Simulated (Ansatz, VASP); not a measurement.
## SnO2 (SnO2 (P4_2/mnm)) in two plane-wave programs

Wanted: the spread between two codes on one cell, functional and k mesh. The cell is taken from a series of runs on this material, whose earlier steps may have relaxed, scaled, displaced or heated it; both programs get it as it stands.

Program: Ansatz 0.2.0. Level of theory: plane waves, with VASP 6.6.1 beside it; single point at PBE0 form with 40 % exact exchange with an exact-exchange share of 0.4. Results are calculated unless marked as measured.

**1. Set-up**

Symmetry: P4_2/mnm, No. 136, tetragonal system. Conventional cell: a = 4.768 Å, b = 4.768 Å, c = 3.212 Å, α = 90.00°, β = 90.00°, γ = 90.00°. Sn has 6 O at 2.07 Å nearest. Nearest to O lie 3 Sn at 2.07 Å. Farther neighbours and most contacts between anions are not listed.

Coordinates:

```cif
data_structure
_symmetry_space_group_name_H-M 'P4_2/mnm'
_symmetry_Int_Tables_number 136
_cell_length_a 4.7678
_cell_length_b 4.7678
_cell_length_c 3.2119
_cell_angle_alpha 90.000
_cell_angle_beta 90.000
_cell_angle_gamma 90.000
_cell_volume 73.01
loop_
_atom_site_label
_atom_site_type_symbol
_atom_site_symmetry_multiplicity
_atom_site_Wyckoff_symbol
_atom_site_fract_x
_atom_site_fract_y
_atom_site_fract_z
_atom_site_occupancy
Sn1 Sn 2 a 0.50000 0.50000 0.50000 1
O1 O 4 f 0.19358 0.80642 0.50000 1
```

**2. VASP: single point, PBE0 form with 40 % exact exchange with an exact-exchange share of 0.4**

With cell and atoms fixed, the geometry can't cause a difference; cores, projectors, grids and the points listed under the comparison can.

Lines of VASP's logs that name or quote its potential files are left out, and so is its time.

The run reads the wave functions of an earlier VASP run, which isn't shown here.

INCAR

```
SYSTEM = SnO2
PREC = Accurate
ENCUT = 520
EDIFF = 1E-06
NELM = 100
ISMEAR = 0
SIGMA = 0.01
LREAL = .FALSE.
ALGO = Normal
LHFCALC = .TRUE.
AEXX = 0.4
GGA = PE
LASPH = .TRUE.
NBANDS = 64
PRECFOCK = Fast
LORBIT = 11
LWAVE = .FALSE.
LCHARG = .FALSE.
ISIF = 2
```

POSCAR

```
SnO2
1.0
    0.0000000000      4.7678118200      3.2119026600
    4.7678118200      0.0000000000      3.2119026600
    4.7678118200      4.7678118200      0.0000000000
Sn O
4 8
Direct
    0.2500000000      0.2500000000      0.2500000000
    0.7500000000      0.7500000000      0.7500000000
    0.0000000000      0.0000000000      0.0000000000
    0.5000000000      0.5000000000      0.5000000000
    0.0564200000      0.4435800000      0.7500000000
    0.5564200000      0.9435800000      0.2500000000
    0.4435800000      0.0564200000      0.7500000000
    0.9435800000      0.5564200000      0.2500000000
    0.0000300000      0.0000300000      0.3063800000
    0.5000300000      0.5000300000      0.8063800000
    0.9999700000      0.9999700000      0.6936200000
    0.4999700000      0.4999700000      0.1936200000
```

KPOINTS

```
Automatic mesh
0
Gamma
2 2 2
0 0 0
```

The projector-augmented-wave data sets are Sn_d and O (PBE family, release 64).

On the command line:

```console
> export OMP_NUM_THREADS=3
> mpirun -np 1 vasp_std
```

Numbers of over 12 decimals in the logs are rounded to 6 here.

The program printed:

```text
[banner, memory and clock lines left out]
running    1 mpi-ranks, on    1 nodes
 distrk:  each k-point on    1 cores,    1 groups
 distr:  one band on    1 cores,    1 groups
 Offloading initialized ...    1 GPUs detected
 POSCAR found type information on POSCAR SnO
 POSCAR found :  2 types and      12 ions
 LDA part: xc-table for (Slater+PW92), standard interpolation
 found WAVECAR, reading the header
 POSCAR, INCAR and KPOINTS ok, starting setup
 FFT: planning ... GRIDC
 FFT: planning ... GRID_SOFT
 FFT: planning ... GRID
 reading WAVECAR
 the WAVECAR file was read successfully
 initial charge from wavefunction
 entering main loop
       N       E                     dE             d eps       ncg     rms          rms(c)
DAV:   1    -0.117774667786E+03   -0.11777E+03   -0.48939E+00   904   0.149E+01    0.287E+00
DAV:   2    -0.117989189293E+03   -0.21452E+00   -0.61198E-01  1016   0.426E+00    0.270E+00
DAV:   3    -0.117969124021E+03    0.20065E-01   -0.34911E-02  1176   0.181E+00    0.182E+00
DAV:   4    -0.117961592545E+03    0.75315E-02   -0.17337E-02  1168   0.894E-01    0.115E+00
DAV:   5    -0.117960120382E+03    0.14722E-02   -0.30834E-03   960   0.333E-01    0.681E-01
DAV:   6    -0.117959305546E+03    0.81484E-03   -0.70024E-04   872   0.210E-01    0.392E-01
DAV:   7    -0.117959068788E+03    0.23676E-03   -0.34516E-04   944   0.111E-01    0.225E-01
DAV:   8    -0.117959009501E+03    0.59287E-04   -0.64697E-05  1048   0.525E-02    0.134E-01
DAV:   9    -0.117958987919E+03    0.21582E-04   -0.11510E-05   976   0.324E-02    0.812E-02
DAV:  10    -0.117958982641E+03    0.52780E-05   -0.76129E-06   936   0.199E-02    0.491E-02
DAV:  11    -0.117958981828E+03    0.81305E-06   -0.21427E-06   624   0.102E-02
   1 F= -.11795898E+03 E0= -.11795898E+03  d E =-.141565E-59
```

Parts of OUTCAR (step 2):

```text
ion  position               nearest neighbor table
   1  0.250  0.250  0.250-   6 2.07   8 2.07   9 2.07  12 2.07  11 2.07  10 2.07   2 3.21   2 3.21
                             3 3.73   4 3.73   3 3.73   3 3.73   4 3.73   4 3.73   4 3.73   3 3.73
   2  0.750  0.750  0.750-   5 2.07   7 2.07  10 2.07  11 2.07   9 2.07  12 2.07   1 3.21   1 3.21
                             3 3.73   4 3.73   4 3.73   4 3.73   3 3.73   3 3.73   3 3.73   4 3.73
   3  0.000  0.000  0.000-   9 2.07  11 2.07   7 2.07   8 2.07   5 2.07   6 2.07   4 3.21   4 3.21
                             1 3.73   2 3.73   2 3.73   1 3.73   2 3.73   1 3.73   1 3.73   2 3.73
   4  0.500  0.500  0.500-  10 2.07  12 2.07   7 2.07   8 2.07   5 2.07   6 2.07   3 3.21   3 3.21
                             1 3.73   2 3.73   1 3.73   2 3.73   1 3.73   2 3.73   2 3.73   1 3.73
   5  0.056  0.444  0.750-   2 2.07   3 2.07   4 2.07
   6  0.556  0.944  0.250-   1 2.07   3 2.07   4 2.07
   7  0.444  0.056  0.750-   2 2.07   3 2.07   4 2.07
   8  0.944  0.556  0.250-   1 2.07   3 2.07   4 2.07
   9  0.000  0.000  0.306-   3 2.07   1 2.07   2 2.07
  10  0.500  0.500  0.806-   4 2.07   2 2.07   1 2.07
  11  1.000  1.000  0.694-   3 2.07   2 2.07   1 2.07
  12  0.500  0.500  0.194-   4 2.07   1 2.07   2 2.07

  LATTYP: Found a body centered tetragonal cell.
 ALAT       =     6.7427041387
 C/A-ratio  =     0.9527046105

 Subroutine GETGRP returns: Found  4 space group operations
 (whereof  4 operations were pure point group operations)

The static configuration has the point symmetry C_2h.

 Found      6 irreducible k-points:

   k-points           NKPTS =      6   k-points in BZ     NKDIM =      8   number of bands    NBANDS=     64

   dimension x,y,z NGX =    48 NGY =   48 NGZ =   50
   dimension x,y,z NGXF=    96 NGYF=   96 NGZF=  100

   ENCUT  =  520.0 eV  38.22 Ry    6.18 a.u.  10.69 10.69 12.54*2*pi/ulx,y,z

   NELECT =     104.0000    total number of electrons

 k-points in reciprocal lattice and weights: Automatic mesh
   0.00000000  0.00000000  0.00000000       0.125
   0.50000000  0.00000000  0.00000000       0.250
   0.00000000  0.00000000  0.50000000       0.125
   0.50000000  0.50000000  0.50000000       0.125
   0.50000000  0.50000000  0.00000000       0.125
   0.50000000  0.00000000  0.50000000       0.250

  exchange ACFDT corr.  =         0.00000000  see jH, gK, PRB 81, 115126

 average (electrostatic) potential at core
       1 -89.4653       2 -89.4653       3 -89.4649       4 -89.4649       5 -57.4762
       6 -57.4762       7 -57.4762       8 -57.4762       9 -57.4763      10 -57.4763
      11 -57.4763      12 -57.4763

 E-fermi :   3.1791

 k-point     1 :       0.0000    0.0000    0.0000
  band No.  band energies     occupation
    ...
     48       2.1439      2.00000
     49       2.1440      2.00000
     50       2.4020      2.00000
     51       2.4020      2.00000
     52       3.0648      2.00000
     53       8.2494      0.00000
     54      12.2172      0.00000
     55      12.2179      0.00000
     56      13.5810      0.00000
     57      13.5894      0.00000
    ...

 k-point     2 :       0.5000    0.0000    0.0000
  band No.  band energies     occupation
    ...
     48       2.2156      2.00000
     49       2.3584      2.00000
     50       2.3584      2.00000
     51       2.5880      2.00000
     52       2.5880      2.00000
     53      11.8609      0.00000
     54      11.8609      0.00000
     55      13.7602      0.00000
     56      13.7602      0.00000
     57      16.2234      0.00000
    ...

 k-point     3 :       0.0000    0.0000    0.5000
  band No.  band energies     occupation
    ...
     48       2.2155      2.00000
     49       2.3583      2.00000
     50       2.3583      2.00000
     51       2.5881      2.00000
     52       2.5881      2.00000
     53      11.8602      0.00000
     54      11.8602      0.00000
     55      13.7608      0.00000
     56      13.7608      0.00000
     57      16.2233      0.00000
    ...

  Total       -6.1907185     -6.1907185     -8.9189728     -0.0067810     -0.0036953     -0.0036952
  in kB      -67.9236560    -67.9236560    -97.8576624     -0.0743997     -0.0405440     -0.0405435
  external PRESSURE =     -77.9016582 kB  Pullay stress =       0.0000000 kB

  energy-cutoff  :      520.00
  volume of cell :      146.03
      direct lattice vectors                 reciprocal lattice vectors
     0.000000000  4.767811820  3.211902660    -0.104869911  0.104869911  0.155670969
     4.767811820  0.000000000  3.211902660     0.104869911 -0.104869911  0.155670969
     4.767811820  4.767811820  0.000000000     0.104869911  0.104869911 -0.155670969

 POSITION                                       TOTAL-FORCE (eV/Angst)
 -----------------------------------------------------------------------------------
      2.38391      2.38391      1.60595         0.000000     -0.000000      0.000000
      7.15172      7.15172      4.81785         0.000000      0.000000      0.000000
      0.00000      0.00000      0.00000         0.000000      0.000000      0.000000
      4.76781      4.76781      3.21190         0.000000      0.000000      0.000000
      5.69076      3.84486      1.60595        -0.051063      0.051063      0.000000
      5.69076      3.84486      4.81785        -0.051063      0.051063      0.000000
      3.84486      5.69076      1.60595         0.051063     -0.051063      0.000000
      3.84486      5.69076      4.81785         0.051063     -0.051063      0.000000
      1.46091      1.46091      0.00019         0.052685      0.052685     -0.002230
      6.22872      6.22872      3.21210         0.052685      0.052685     -0.002230
      8.07472      8.07472      6.42361        -0.052685     -0.052685      0.002230
      3.30691      3.30691      3.21171        -0.052685     -0.052685      0.002230
 -----------------------------------------------------------------------------------
    total drift:                                0.000082      0.000001     -0.000020

  FREE ENERGIE OF THE ION-ELECTRON SYSTEM (eV)
  ---------------------------------------------------
  free  energy   TOTEN  =      -117.9589818277 eV

  energy  without entropy=     -117.9589818277  energy(sigma->0) =     -117.95898183

 total charge
# of ion       s       p       d       tot
------------------------------------------
    1        0.828   1.078  10.388  12.294
    2        0.828   1.078  10.388  12.294
    3        0.828   1.079  10.388  12.295
    4        0.828   1.079  10.388  12.295
    5        1.562   3.558   0.000   5.120
    6        1.562   3.558   0.000   5.120
    7        1.562   3.558   0.000   5.120
    8        1.562   3.558   0.000   5.120
    9        1.562   3.558   0.000   5.120
   10        1.562   3.558   0.000   5.120
   11        1.562   3.558   0.000   5.120
   12        1.562   3.558   0.000   5.120
--------------------------------------------------
tot         15.807  32.778  41.551  90.135

[... 3 further parts left out ...]
```

The run ends at a pressure of -7.79 GPa, with forces up to 0.075 eV/Å.

(Part 1 of 2 ends here.)

[Lines on the potential files, build, host, timing and source positions are cut from VASP's logs without a mark.]

[Logs are printed without paths, hosts, clocks, repeated set-up lines and the standing remarks that a program may print on its own settings, such as how far it seeks lower states.]

[Hosts, paths, dates, database ids (printed as entryN), source tags and the programs' standing remarks are cut or masked in the printed files.]
